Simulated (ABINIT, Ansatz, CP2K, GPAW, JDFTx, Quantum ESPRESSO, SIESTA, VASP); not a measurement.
## ScSi2: programs and potentials compared

```
Sc Si
1.0
     3.66000    0.00000    0.00000
    -1.83000    3.16965    0.00000
     0.00000    0.00000    3.87000
Sc Si
1 2
Direct
  0.99981 0.00282 0.98772
  0.67459 0.34644 0.50953
  0.32321 0.67437 0.50000
```

Atoms were shifted at random by some hundredths of an Å from the given cell, which wasn't relaxed again for these runs.

Alike in all runs: task single point; functional PBE; k mesh 8 × 8 × 7; occupations fermi-dirac, width 0.05 eV; no spin polarisation; no spin-orbit coupling. Pressure is positive in compression and, in plane waves, holds the error of the finite cutoff.

| program and potentials | plane-wave cutoff (eV) | notes | pressure (GPa) | largest force (eV/Å) | energy over the undisturbed cell (meV/atom) |
| --- | --- | --- | --- | --- | --- |
| SIESTA, files PseudoDojo sr-pbe-0.4.1-standard, DZP (energy shift 0.003 Ry; two zetas on semicore shells) | - | atomic basis | 26.78 | 1.728 | 23.53 |
| VASP, PBE PAW files Sc_sv, Si, 520 eV | 520 | - | 25.67 | 1.663 | - |
| Ansatz, all-electron LAPW, scalar-relativistic | - | - | 25.54 | 1.669 | - |
| Quantum ESPRESSO, SSSP 1.3 efficiency PBE | 816 | - | 25.75 | 1.678 | 23.11 |
| CP2K, POTENTIAL_UZH Sc GTH-PBE-q11, Si GTH-PBE-q4; TZVP-MOLOPT-PBE-GTH basis | - | atomic basis | 24.77 | 1.645 | - |
| JDFTx, PseudoDojo-SR-PBE-0.5-standard | 1061 | - | 25.39 | 1.671 | 23.02 |
| GPAW, GPAW PAW data sets (gpaw-data 1.2.1) | 600 | - | 26.01 | 1.690 | 23.20 |
| ABINIT, JTH PAW PBE v2.0 | 408 | - | 25.50 | 1.663 | 22.94 |

Force on atom 3 (Si), eV/Å:

```csv
program and potentials,x,y,z
"SIESTA, files PseudoDojo sr-pbe-0.4.1-standard, DZP (energy shift 0.003 Ry; two zetas on semicore shells)",1.603,0.502,-0.408
"VASP, PBE PAW files Sc_sv, Si, 520 eV",1.544,0.476,-0.391
"Ansatz, all-electron LAPW, scalar-relativistic",1.550,0.479,-0.390
"Quantum ESPRESSO, SSSP 1.3 efficiency PBE",1.559,0.482,-0.392
"CP2K, POTENTIAL_UZH Sc GTH-PBE-q11, Si GTH-PBE-q4; TZVP-MOLOPT-PBE-GTH basis",1.527,0.470,-0.391
"JDFTx, PseudoDojo-SR-PBE-0.5-standard",1.552,0.480,-0.391
"GPAW, GPAW PAW data sets (gpaw-data 1.2.1)",1.570,0.486,-0.394
"ABINIT, JTH PAW PBE v2.0",1.544,0.477,-0.392
```

The pressure spans 24.77 (CP2K, POTENTIAL_UZH Sc GTH-PBE-q11, Si GTH-PBE-q4; TZVP-MOLOPT-PBE-GTH basis) to 26.78 GPa (SIESTA, files PseudoDojo sr-pbe-0.4.1-standard, DZP (energy shift 0.003 Ry; two zetas on semicore shells)), with all-electron results at 25.54. The cell lies far from this level's equilibrium. Rows in atomic bases carry the error of their basis and grid, which can be large.

The functional is the same throughout but for its coding, so the spread measures potentials, basis and numerics; runs on potential files found faulty are left out.
